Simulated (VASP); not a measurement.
These are PBE GGA with D4 dispersion, VASP's PBE PAW potentials (set 64) (plane waves; VASP 6.6.1) values and carry that method's errors.

The input files of a VASP run:

File KPOINTS:
```
kpoints
0
Gamma
 6 6 6
```

### POSCAR
```
BaTiO3
1
    4.0908941820     0.0000000000     0.0000000000
    0.0000000000     4.0908941820     0.0000000000
    0.0000000000     0.0000000000     4.0908941820
Ba Ti O
1 1 3
Direct
  0.0000000000   0.0000000000   0.0000000000
  0.5000000000   0.5000000000   0.5000000000
  0.5000000000   0.0000000000   0.5000000000
  0.0000000000   0.5000000000   0.5000000000
  0.5000000000   0.5000000000   0.0000000000
```

### INCAR
```
ISIF  =  2
LASPH  =  T   # aspherical one-centre terms
EDIFF  =  1E-7
GGA  =  PE   # PBE
LMAXMIX  =  4   # l cut-off of mixed one-centre charges
ISMEAR  =  0
ALGO  =  Normal
IVDW  =  13   # D4
LREAL  =  F
ENCUT  =  520   # plane-wave cut-off (eV)
LWAVE  =  F
SIGMA  =  0.05   # width (eV)
LCHARG  =  F
PREC  =  Accurate
NELM  =  100   # most electronic steps
SYSTEM  =  BaTiO3
```

POTCAR, in this order: Ba_sv Ti_sv O (PBE.64 set). Program: vasp_std.

Unless said otherwise, spin-orbit coupling is left out, though it shifts the bands of the heavy elements here.

**Question.** Estimate the energy per atom (σ→0), dispersion energy, pressure, band gap (on the k-mesh).

**Answer.** 
```yaml
energy per atom (σ→0): -8.187 eV/atom
dispersion_energy: -1.005 eV
band gap (on the k-mesh): 1.61 eV
pressure: -8.70 GPa
```

**OSZICAR**
```
...
DAV:  11    -0.399304361174E+02    0.33147E-02   -0.25964E-02  1072   0.101E+00    0.162E-01
DAV:  12    -0.399309638532E+02   -0.52774E-03   -0.62974E-03  1248   0.663E-01    0.190E-01
DAV:  13    -0.399303323854E+02    0.63147E-03   -0.25557E-03  1168   0.465E-01    0.183E-02
DAV:  14    -0.399303399111E+02   -0.75257E-05   -0.10375E-04  1376   0.738E-02    0.165E-02
DAV:  15    -0.399303384611E+02    0.14500E-05   -0.34425E-05  1144   0.529E-02    0.732E-03
DAV:  16    -0.399303376511E+02    0.80999E-06   -0.63629E-06  1208   0.238E-02    0.147E-03
DAV:  17    -0.399303376015E+02    0.49600E-07   -0.14450E-07   856   0.326E-03
   1 F= -.40935745E+02 E0= -.40935745E+02  d E =-.238050E-23
```

The compound is BaTiO3 in the cubic perovskite structure, the ideal cubic form; the compound distorts at low or room temperature. This cell is one point of a volume scan, at 1.06 of the reference volume.
